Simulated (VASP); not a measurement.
The system is Zn.

```
Zn
1.0
     2.62000    0.00000    0.00000
    -1.31000    2.26899    0.00000
     0.00000    0.00000    4.80000
Zn
2
Cartesian
  0.0000 1.5127 1.2000
  1.3100 0.7563 3.6000
```

The cell was built by a generator and needn't be a form met in nature.

- Program: VASP 6.6.1
- Task: relaxation of cell and atoms
- Functional: PBE
- Potentials or basis: VASP PAW PBE potentials, release 64 (Zn)
- Cutoff: 700 eV
- k mesh: 18 × 18 × 10
- Occupations: methfessel-paxton, width 0.1 eV
- Spin: no spin polarisation

At the start: pressure 5.2 GPa; volume 14.27 Å³/atom.

Where does the relaxation end?

Over 31 steps the energy falls by 19.4 meV/atom and the volume is 15.38 Å³/atom (+7.8 %); space group P6_3/mmc (No. 194, to 0.05 Å).

The path:
| step | energy change (eV) | largest force (eV/Å) | pressure (GPa) | volume (Å³) |
| --- | --- | --- | --- | --- |
| 1 | 0.0000 | 0.0000 | 5.18 | 28.53 |
| 2 | -0.0302 | 0.0000 | -0.32 | 30.48 |
| 3 | -0.0302 | 0.0000 | -0.40 | 30.46 |
| 4 | -0.0302 | 0.0000 | -0.35 | 30.41 |
| 5 | -0.0347 | 0.0000 | 0.07 | 30.47 |
| 6 | -0.0373 | 0.0000 | 0.46 | 30.61 |
| 7 | -0.0384 | 0.0000 | 0.17 | 30.56 |
| 8 | -0.0385 | 0.0000 | 0.58 | 30.57 |
| 9 | -0.0384 | 0.0000 | 0.45 | 30.58 |
| 10 | -0.0385 | 0.0000 | 0.15 | 30.57 |
| 11 | -0.0387 | 0.0000 | 0.16 | 30.66 |
| 12 | -0.0387 | 0.0000 | 0.20 | 30.68 |
| 13 | -0.0387 | 0.0000 | 0.19 | 30.71 |
| 14 | -0.0386 | 0.0000 | -0.15 | 30.76 |
| 15 | -0.0386 | 0.0000 | -0.28 | 30.72 |
| 16 | -0.0387 | 0.0000 | -0.09 | 30.71 |
| 17 | -0.0387 | 0.0000 | 0.18 | 30.65 |
| 18 | -0.0387 | 0.0000 | 0.42 | 30.68 |
| 19 | -0.0387 | 0.0000 | 0.19 | 30.70 |
| 20 | -0.0387 | 0.0000 | 0.04 | 30.70 |
| 21 | -0.0387 | 0.0000 | 0.12 | 30.70 |
| 22 | -0.0387 | 0.0000 | 0.15 | 30.70 |
| 23 | -0.0387 | 0.0000 | 0.20 | 30.71 |
| 24 | -0.0387 | 0.0000 | 0.16 | 30.75 |
| 25 | -0.0386 | 0.0000 | -0.24 | 30.89 |
| 26 | -0.0387 | 0.0000 | -0.13 | 30.80 |
| 27 | -0.0387 | 0.0000 | -0.15 | 30.78 |
| 28 | -0.0387 | 0.0000 | -0.10 | 30.77 |
| 29 | -0.0387 | 0.0000 | -0.02 | 30.76 |
| 30 | -0.0387 | 0.0000 | -0.02 | 30.76 |
| 31 | -0.0387 | 0.0000 | -0.01 | 30.76 |

Final structure:
```
Zn
1.0
     2.63890    0.00000    0.00000
    -1.31945    2.28535    0.00000
     0.00000    0.00000    5.09978
Zn
2
Direct
  0.33333 0.66667 0.25000
  0.66667 0.33333 0.75000
```
